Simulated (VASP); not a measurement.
# Fe2O3 (Hematite): input slips in a relaxation and what they do, part 2 of 3

Aim: see how common mistakes in a VASP relaxation show up, on Fe2O3 (Hematite). The starting structure is a measured crystal structure from the Crystallography Open Database. The first relaxation on each setting starts from this cell expanded by 3 % in volume.

VASP 6.6.1.

Results so far: reference 9.55 Å³ an atom.

### 3. Relaxation with the cell held fixed (ISIF = 2)

Level of this step: PBEsol, spin-polarised from an antiferromagnetic start; plane waves and PAW (Fe, O) (VASP).

A slip made on purpose: the cell held fixed (ISIF = 2). Against step 2 the input has ISIF = 2 (also changed: NELM).

Input file INCAR:

```
SYSTEM = Fe2O3
PREC = Accurate
ENCUT = 520
EDIFF = 1E-06
NELM = 60
ISMEAR = 0
SIGMA = 0.03
LREAL = .FALSE.
ALGO = Normal
GGA = PS
NBANDS = 49
ISPIN = 2
MAGMOM = 3 -3 3 -3 0 0 0 0 0 0
LASPH = .TRUE.
LMAXMIX = 4
LORBIT = 11
LWAVE = .FALSE.
LCHARG = .FALSE.
KPAR = 16
IBRION = 2
NSW = 50
ISIF = 2
EDIFFG = -0.006
```

Input file POSCAR:

```
Fe2O3
1.0
    2.5439422162      1.4687457233      4.6361217681
   -2.5439422162      1.4687457233      4.6361217681
    0.0000000000     -2.9374914466      4.6361217681
Fe O
4 6
Direct
    0.3553000000      0.3553000000      0.3553000000
    0.1447000000      0.1447000000      0.1447000000
    0.6447000000      0.6447000000      0.6447000000
    0.8553000000      0.8553000000      0.8553000000
    0.5559000000      0.2500000000      0.9441000000
    0.2500000000      0.9441000000      0.5559000000
    0.9441000000      0.5559000000      0.2500000000
    0.4441000000      0.7500000000      0.0559000000
    0.7500000000      0.0559000000      0.4441000000
    0.0559000000      0.4441000000      0.7500000000
```

Input file KPOINTS:

```
Automatic mesh
0
Gamma
6 6 6
0 0 0
```

PAW data sets: Fe and O (PBE family, release 64).

The run is started by

```
> mpirun -np 16 vasp_std
```

The log of the run:

```text
[banner, memory and clock lines left out]
running   16 mpi-ranks, on    1 nodes
[...]
[... a notice as in an earlier step ...]

 [... a notice as in an earlier step ...]

 LDA part: xc-table for (Slater+PW92), standard interpolation
 POSCAR, INCAR and KPOINTS ok, starting setup
[...]
entering main loop
       N       E                     dE             d eps       ncg     rms          rms(c)
DAV:   1     0.793946522276E+03    0.79395E+03   -0.30271E+04  6272   0.161E+03
DAV:   2     0.427888847455E+02   -0.75116E+03   -0.68693E+03  6505   0.423E+02
DAV:   3    -0.914551000101E+02   -0.13424E+03   -0.12441E+03  7581   0.197E+02
DAV:   4    -0.991836679323E+02   -0.77286E+01   -0.76326E+01  7694   0.508E+01
[...]
DAV:  15    -0.795792487221E+02    0.90196E-04   -0.32203E-04  8542   0.204E-01    0.672E-02
DAV:  16    -0.795791971574E+02    0.51565E-04   -0.30445E-04  9822   0.134E-01    0.342E-02
DAV:  17    -0.795791973914E+02   -0.23402E-06   -0.61520E-06  6983   0.181E-02
   1 F= -.79579197E+02 E0= -.79579197E+02  d E =-.795792E+02  mag=     0.0000
[... from here on, the cycles between the ionic steps are left out ...]
   2 F= -.79592915E+02 E0= -.79592915E+02  d E =-.137179E-01  mag=     0.0000
   3 F= -.79598827E+02 E0= -.79598827E+02  d E =-.196293E-01  mag=     0.0000
   4 F= -.79598882E+02 E0= -.79598882E+02  d E =-.196846E-01  mag=    -0.0000
   5 F= -.79599006E+02 E0= -.79599006E+02  d E =-.123734E-03  mag=     0.0000
   6 F= -.79599056E+02 E0= -.79599056E+02  d E =-.173872E-03  mag=    -0.0000
[...]
reached required accuracy - stopping structural energy minimisation
```

It took 98 s on 16 MPI ranks of Intel Xeon 6975P-C (Granite Rapids), shared host; peak memory 8.8 GiB.

Parts of OUTCAR (step 3):

```text
  Total       -9.5676320     -9.5676320     -7.3108949      0.0000000     -0.0000000      0.0000000
  in kB     -147.4874626   -147.4874626   -112.6992895      0.0000000     -0.0000000      0.0000000
  external PRESSURE =    -135.8914049 kB  Pullay stress =       0.0000000 kB

 POSITION                                       TOTAL-FORCE (eV/Angst)
 -----------------------------------------------------------------------------------
      0.00000      0.00000      4.96308         0.000000     -0.000000     -0.001196
      0.00000      0.00000      1.99111         0.000000     -0.000000      0.001196
      0.00000      0.00000      8.94529         0.000000     -0.000000      0.001196
      0.00000      0.00000     11.91726         0.000000     -0.000000     -0.001196
      0.78857     -1.57164      8.11321         0.000444      0.000769     -0.000000
     -1.75537      0.10289      8.11321         0.000444     -0.000769     -0.000000
      0.96679      1.46875      8.11321        -0.000888     -0.000000     -0.000000
     -0.78857      1.57164      5.79515        -0.000444     -0.000769     -0.000000
      1.75537     -0.10289      5.79515        -0.000444      0.000769     -0.000000
     -0.96679     -1.46875      5.79515         0.000888     -0.000000     -0.000000
 -----------------------------------------------------------------------------------
    total drift:                               -0.000000      0.000000     -0.000000

  FREE ENERGIE OF THE ION-ELECTRON SYSTEM (eV)
  ---------------------------------------------------
  free  energy   TOTEN  =       -79.5990558995 eV

  energy  without entropy=      -79.5990558995  energy(sigma->0) =      -79.59905590

 magnetization (x)
# of ion       s       p       d       tot
------------------------------------------
    1        0.008   0.013   3.543   3.564
    2       -0.008  -0.013  -3.543  -3.564
    3        0.008   0.013   3.543   3.564
    4       -0.008  -0.013  -3.543  -3.564
    5        0.000   0.000   0.000   0.000
    6        0.000   0.000   0.000   0.000
    7        0.000   0.000   0.000   0.000
    8        0.000   0.000   0.000   0.000
    9        0.000   0.000   0.000   0.000
   10        0.000   0.000   0.000   0.000
--------------------------------------------------
tot          0.000   0.000  -0.000  -0.000

[... 2 parts as in an earlier step ...]

[... 2 further parts left out ...]
[key lines of the parts left out:]
E-fermi :   3.7036
```

With the cell held fixed (ISIF = 2) the cell ends at 10.393 Å³ an atom, +8.85 % from the reference.

### 4. Relaxation with too few ionic steps

A slip made on purpose: too few ionic steps. Against step 2 the input has NSW = 2 (also changed: NELM).

Edit INCAR of step 3 so:

```diff
@@ -20,4 +20,4 @@
 IBRION = 2
-NSW = 50
-ISIF = 2
+NSW = 2
+ISIF = 3
 EDIFFG = -0.006
```

POSCAR is that of step 3.

KPOINTS is that of step 3.

The run is started by

```
> mpirun -np 16 vasp_std
```

The log of the run:

```text
[... set-up lines as in an earlier step ...]
 entering main loop
       N       E                     dE             d eps       ncg     rms          rms(c)
[... 17 cycles as in an earlier step ...]
   1 F= -.79579197E+02 E0= -.79579197E+02  d E =-.795792E+02  mag=     0.0000
[...]
N       E                     dE             d eps       ncg     rms          rms(c)
DAV:   1    -0.865593417606E+02   -0.69801E+01   -0.18028E+02  7060   0.117E+02    0.246E+01
DAV:   2    -0.801538889737E+02    0.64055E+01   -0.17827E+01  7035   0.253E+01    0.128E+01
DAV:   3    -0.799505859420E+02    0.20330E+00   -0.26110E+00  8274   0.112E+01    0.519E+00
DAV:   4    -0.798768380449E+02    0.73748E-01   -0.99094E-02  9242   0.432E+00    0.284E+00
[...]
DAV:  10    -0.798475922703E+02   -0.12312E-04   -0.77526E-05  7742   0.439E-02    0.335E-02
DAV:  11    -0.798475950937E+02   -0.28235E-05   -0.18146E-05  9832   0.386E-02    0.145E-02
DAV:  12    -0.798475944841E+02    0.60966E-06   -0.74979E-07  4061   0.126E-02
   2 F= -.79847594E+02 E0= -.79847594E+02  d E =-.268397E+00  mag=    -0.0000
 trial-energy change:   -0.268397  1 .order   -0.243702   -1.224083    0.736678
 step:   0.6417(harm=  0.6243)  dis= 0.00638  next Energy=   -79.978447 (dE=-0.399E+00)
```

The job ended after 56 s (16 MPI ranks; peak memory 8.7 GiB).

From OUTCAR (step 4):

```text
  Total        5.7739774      5.7739774      4.8635381      0.0000000      0.0000000      0.0000000
  in kB      101.7838808    101.7838808     85.7346237      0.0000000      0.0000000      0.0000000
  external PRESSURE =      96.4341284 kB  Pullay stress =       0.0000000 kB

 POSITION                                       TOTAL-FORCE (eV/Angst)
 -----------------------------------------------------------------------------------
     -0.00000      0.00000      4.77123         0.000000      0.000000     -0.327143
     -0.00000      0.00000      1.93210        -0.000000     -0.000000      0.327143
     -0.00000      0.00000      8.63543        -0.000000      0.000000      0.327143
     -0.00000      0.00000     11.47455         0.000000     -0.000000     -0.327143
      0.74594     -1.50586      7.82055        -0.014366     -0.024882      0.000000
     -1.67709      0.10693      7.82055        -0.014366      0.024882      0.000000
      0.93115      1.39894      7.82055         0.028731     -0.000000      0.000000
     -0.74594      1.50586      5.58611         0.014366      0.024882      0.000000
      1.67709     -0.10693      5.58611         0.014366     -0.024882      0.000000
     -0.93115     -1.39894      5.58611        -0.028731      0.000000      0.000000
 -----------------------------------------------------------------------------------
    total drift:                                0.000000     -0.000000      0.000000

  FREE ENERGIE OF THE ION-ELECTRON SYSTEM (eV)
  ---------------------------------------------------
  free  energy   TOTEN  =       -79.8475944841 eV

  energy  without entropy=      -79.8475944841  energy(sigma->0) =      -79.84759448

 magnetization (x)
# of ion       s       p       d       tot
------------------------------------------
    1        0.006   0.010   3.140   3.156
    2       -0.006  -0.010  -3.140  -3.156
    3        0.006   0.010   3.140   3.156
    4       -0.006  -0.010  -3.140  -3.156
    5        0.000   0.000   0.000   0.000
    6        0.000   0.000   0.000   0.000
    7        0.000   0.000   0.000   0.000
    8        0.000   0.000   0.000   0.000
    9        0.000   0.000   0.000   0.000
   10        0.000   0.000   0.000   0.000
--------------------------------------------------
tot          0.000   0.000   0.000   0.000

[... 1 part as in an earlier step ...]

[... 2 further parts left out ...]
[key lines of the parts left out:]
E-fermi :   5.4564
```

The relaxation used up its 2 ionic steps (NSW) before forces and stress met EDIFFG.

### 5. Relaxation with only the volume free (ISIF = 7)

A slip made on purpose: only the volume free (ISIF = 7). Against step 2 the input has ISIF = 7 (also changed: NELM).

Edit INCAR of step 4 so:

```diff
@@ -20,4 +20,4 @@
 IBRION = 2
-NSW = 2
-ISIF = 3
+NSW = 50
+ISIF = 7
 EDIFFG = -0.006
```

POSCAR is that of step 4.

KPOINTS is that of step 4.

The run is started by

```
> mpirun -np 16 vasp_std
```

The log of the run:

```text
[... set-up lines as in an earlier step ...]
 entering main loop
       N       E                     dE             d eps       ncg     rms          rms(c)
[... 17 cycles as in an earlier step ...]
   1 F= -.79579197E+02 E0= -.79579197E+02  d E =-.795792E+02  mag=     0.0000
[... from here on, the cycles between the ionic steps are left out ...]
   2 F= -.79851475E+02 E0= -.79851475E+02  d E =-.272277E+00  mag=     0.0000
   5 F= -.79975783E+02 E0= -.79975783E+02  d E =-.661525E-05  mag=    -0.0000
   9 F= -.79975804E+02 E0= -.79975804E+02  d E =-.172123E-05  mag=     0.0000
  13 F= -.79975832E+02 E0= -.79975832E+02  d E =-.300144E-04  mag=     0.0000
  17 F= -.79975904E+02 E0= -.79975904E+02  d E =-.102093E-03  mag=     0.0000
  21 F= -.79975904E+02 E0= -.79975904E+02  d E =-.427333E-06  mag=    -0.0000
  25 F= -.79975904E+02 E0= -.79975904E+02  d E =-.314230E-07  mag=    -0.0000
  29 F= -.79975904E+02 E0= -.79975904E+02  d E =-.324872E-08  mag=    -0.0000
  33 F= -.79975904E+02 E0= -.79975904E+02  d E =-.188174E-08  mag=    -0.0000
  37 F= -.79975904E+02 E0= -.79975904E+02  d E =-.836371E-08  mag=    -0.0000
  41 F= -.79975904E+02 E0= -.79975904E+02  d E =-.130058E-07  mag=     0.0000
  45 F= -.79975904E+02 E0= -.79975904E+02  d E =-.353793E-09  mag=     0.0000
  49 F= -.79975904E+02 E0= -.79975904E+02  d E =-.107957E-08  mag=     0.0000
  50 F= -.79975904E+02 E0= -.79975904E+02  d E =-.122691E-08  mag=     0.0000
[...]
opt :   0.9194  next Energy=   -79.975904 (dE=-0.123E-08)
```

Wall time 5.8 min (16 MPI ranks); peak memory 9.1 GiB.

From OUTCAR (step 5):

```text
  Total       -0.4507846     -0.4507846      0.9015333      0.0000000      0.0000000      0.0000000
  in kB       -7.5739867     -7.5739867     15.1473704      0.0000000      0.0000000      0.0000000
  external PRESSURE =      -0.0002010 kB  Pullay stress =       0.0000000 kB

 POSITION                                       TOTAL-FORCE (eV/Angst)
 -----------------------------------------------------------------------------------
      0.00000      0.00000      4.80179        -0.000000      0.000000      0.052587
      0.00000      0.00000      1.95558        -0.000000      0.000000     -0.052587
      0.00000      0.00000      8.71296        -0.000000      0.000000     -0.052587
      0.00000      0.00000     11.55916        -0.000000      0.000000      0.052587
      0.75617     -1.54464      7.88360         0.090536      0.156813      0.000000
     -1.71578      0.11746      7.88360         0.090536     -0.156813      0.000000
      0.95961      1.42718      7.88360        -0.181072      0.000000      0.000000
     -0.75617      1.54464      5.63114        -0.090536     -0.156813      0.000000
      1.71578     -0.11746      5.63114        -0.090536      0.156813      0.000000
     -0.95961     -1.42718      5.63114         0.181072      0.000000      0.000000
 -----------------------------------------------------------------------------------
    total drift:                               -0.000000      0.000000     -0.000000

  FREE ENERGIE OF THE ION-ELECTRON SYSTEM (eV)
  ---------------------------------------------------
  free  energy   TOTEN  =       -79.9759037031 eV

  energy  without entropy=      -79.9759037031  energy(sigma->0) =      -79.97590370

 magnetization (x)
# of ion       s       p       d       tot
------------------------------------------
    1        0.007   0.010   3.339   3.356
    2       -0.007  -0.010  -3.339  -3.356
    3        0.007   0.010   3.339   3.356
    4       -0.007  -0.010  -3.339  -3.356
    5        0.000   0.000   0.000   0.000
    6        0.000   0.000   0.000   0.000
    7        0.000   0.000   0.000   0.000
    8        0.000   0.000   0.000   0.000
    9        0.000   0.000   0.000   0.000
   10        0.000   0.000   0.000   0.000
--------------------------------------------------
tot          0.000   0.000   0.000   0.000

[... 1 part as in an earlier step ...]

[... 2 further parts left out ...]
[key lines of the parts left out:]
E-fermi :   4.8535
```

Logs of long relaxations may skip ionic steps without a mark.

With only the volume free, forces and the rest of the stress can never meet EDIFFG, so the run used up its 50 ionic steps.

### 6. Relaxation with a functional's name that the tag doesn't take

A slip made on purpose: a functional's name that the tag doesn't take. Against step 2 the input has GGA = PBESOL (also changed: NELM).

Edit INCAR of step 5 so:

```diff
@@ -9,3 +9,3 @@
 ALGO = Normal
-GGA = PS
+GGA = PBESOL
 NBANDS = 49
@@ -21,3 +21,3 @@
 NSW = 50
-ISIF = 7
+ISIF = 3
 EDIFFG = -0.006
```

POSCAR is that of step 5.

KPOINTS is that of step 5.

The run is started by

```
> mpirun -np 16 vasp_std
```

The log of the run:

```text
[banner, memory and clock lines left out]
running   16 mpi-ranks, on    1 nodes
[...]
|                                                                             |
|           W    W    AA    RRRRR   N    N  II  N    N   GGGG   !!!           |
|           W    W   A  A   R    R  NN   N  II  NN   N  G    G  !!!           |
|           W    W  A    A  R    R  N N  N  II  N N  N  G       !!!           |
|           W WW W  AAAAAA  RRRRR   N  N N  II  N  N N  G  GGG   !            |
|           WW  WW  A    A  R   R   N   NN  II  N   NN  G    G                |
|           W    W  A    A  R    R  N    N  II  N    N   GGGG   !!!           |
|                                                                             |
|     For optimal performance we recommend to set                             |
|       NCORE = 2 up to number-of-cores-per-socket                            |
|     NCORE specifies how many cores store one orbital (NPAR=cpu/NCORE).      |
|     This setting can greatly improve the performance of VASP for DFT.       |
[...]
|     calculations (for HF NCORE is supported but not extensively tested      |
|     yet).                                                                   |
|                                                                             |

|                                                                             |
|     EEEEEEE  RRRRRR   RRRRRR   OOOOOOO  RRRRRR      ###     ###     ###     |
|     E        R     R  R     R  O     O  R     R     ###     ###     ###     |
|     E        R     R  R     R  O     O  R     R     ###     ###     ###     |
|     EEEEE    RRRRRR   RRRRRR   O     O  RRRRRR       #       #       #      |
|     E        R   R    R   R    O     O  R   R                               |
|     E        R    R   R    R   O     O  R    R      ###     ###     ###     |
|     EEEEEEE  R     R  R     R  OOOOOOO  R     R     ###     ###     ###     |
|                                                                             |
|     Error: One of the selected functionals does not exist.                  |
|                                                                             |
|       ---->  I REFUSE TO CONTINUE WITH THIS SICK JOB ... BYE!!! <----       |
|                                                                             |

1
1
1
1
1
1
1
1
1
1
1
1
1
1
1
1
```

The job ended after 8.6 s (16 MPI ranks).

VASP stopped with this message: “Error: One of the selected functionals does not exist”.

(Continued in part 3 of 3.)

[Lines on the potential files, build, host, timing and source positions are cut from VASP's logs without a mark.]

[Logs are printed without paths, hosts, clocks, repeated set-up lines and the standing remarks that a program may print on its own settings, such as how far it seeks lower states.]

[Hosts, paths, dates, database ids (printed as entryN), source tags and the programs' standing remarks are cut or masked in the printed files.]
